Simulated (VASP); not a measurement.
Input:

```xyz
4
Lattice="3.2642 -2.0575 0.0000 3.2642 2.0575 0.0000 0.0000 0.0000 8.4024" Properties=species:S:1:pos:R:3 pbc="T T T"
Cl     3.2642    -1.5862     5.0814
Cl     3.2642     1.5862     3.3210
Cl     3.2642    -0.4712     0.8802
Cl     3.2642     0.4712     7.5222
```

Method: PBE GGA, VASP's PBE PAW potentials (set 64) (plane waves; VASP). Numerical set-up: 300 eV cut-off, 9×9×4 Γ-centred mesh, Fermi-Dirac smearing of 0.020 eV, potentials Cl.

Q: Give the energies of bands 5 to 17 at the high-symmetry points, in eV from the valence-band maximum.

A: 
```csv
band,Γ,Y,F0,Z,B0,T,S,R
5,-5.74,-5.51,-5.44,-5.16,-5.17,-5.09,-5.34,-5.21
6,-4.49,-4.59,-4.99,-5.16,-5.17,-5.09,-5.34,-5.21
7,-2.72,-4.08,-3.72,-2.56,-3.53,-3.85,-3.57,-3.83
8,-2.62,-3.54,-3.33,-2.56,-3.53,-3.85,-3.57,-3.83
9,-2.48,-3.03,-3.28,-2.43,-3.40,-2.83,-2.73,-2.77
10,-2.38,-2.82,-3.18,-2.43,-3.40,-2.83,-2.73,-2.77
11,-0.81,-1.32,-1.06,-0.68,-0.63,-0.79,-0.82,-0.61
12,-0.34,-1.00,-0.79,-0.68,-0.63,-0.79,-0.82,-0.61
13,-0.13,-0.40,-0.42,-0.06,-0.44,-0.77,-0.27,-0.12
14,0.00,-0.26,-0.23,-0.06,-0.44,-0.77,-0.27,-0.12
15,2.31,2.44,2.73,2.78,2.80,2.76,3.02,2.77
16,3.33,3.14,3.06,2.78,2.80,2.76,3.02,2.77
17,6.69,8.24,8.83,7.11,9.54,8.84,8.01,8.23
```

The gap is direct, 2.31 eV, from the valence maximum at Γ to the conduction minimum at Γ.

The structure comes from a computed database's Cl2 entry; how it stands against other phases isn't given here. The cell was not relaxed at this level.
